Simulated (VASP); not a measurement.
Consider the following.

```yaml
crystal:
  lattice:
    - [3.96057, 2.28663, 3.25844]
    - [-3.96057, 2.28663, 3.25844]
    - [0.00000, -4.57327, 3.25844]
  atoms:
    - { symbol: Cs, position: [0.50000, 0.50000, 0.50000] }
    - { symbol: Pb, position: [0.00000, 0.00000, 0.00000] }
    - { symbol: Cl, position: [0.50000, 0.01829, 0.98171] }
    - { symbol: Cl, position: [0.98171, 0.50000, 0.01829] }
    - { symbol: Cl, position: [0.01829, 0.98171, 0.50000] }
```

The numbers are results of PBEsol GGA, VASP's PBE PAW potentials (set 64) (plane waves; VASP), not measurements. Settings: 400 eV cut-off, Gaussian smearing of 0.050 eV, potentials Cs_sv Pb_d Cl.

Unless said otherwise, spin-orbit coupling is left out, though it shifts the bands of the heavy elements here.

Problem. Give the energies of bands 13 to 25 at the high-symmetry points, in eV from the valence-band maximum.

Solution. 
| band | Γ | T | H2 | L | S0 | F |
|---|---|---|---|---|---|---|
| 13 | -6.65 | -8.09 | -8.09 | -7.58 | -8.00 | -8.00 |
| 14 | -4.60 | -3.13 | -3.13 | -4.52 | -4.39 | -4.39 |
| 15 | -4.59 | -3.12 | -3.12 | -4.52 | -3.37 | -3.37 |
| 16 | -4.59 | -3.12 | -3.12 | -3.12 | -2.81 | -2.81 |
| 17 | -2.55 | -2.67 | -2.67 | -2.76 | -2.78 | -2.78 |
| 18 | -2.55 | -2.67 | -2.67 | -2.66 | -2.74 | -2.74 |
| 19 | -2.52 | -2.15 | -2.15 | -2.57 | -2.72 | -2.72 |
| 20 | -2.44 | -2.11 | -2.11 | -2.54 | -2.62 | -2.62 |
| 21 | -2.44 | -2.11 | -2.11 | -2.52 | -2.12 | -2.12 |
| 22 | -2.42 | 0.00 | 0.00 | -1.62 | -0.80 | -0.80 |
| 23 | 3.30 | 1.91 | 1.91 | 2.97 | 2.49 | 2.49 |
| 24 | 4.30 | 1.91 | 1.91 | 4.68 | 2.50 | 2.50 |
| 25 | 4.30 | 1.91 | 1.92 | 5.16 | 4.86 | 4.86 |

The gap is indirect, 1.89 eV, from the valence maximum at T to the conduction minimum at Γ-T at 0.91.

The structure comes from a computed database's CsPbCl3 entry (R32); how it stands against other phases isn't given here. It was relaxed first.
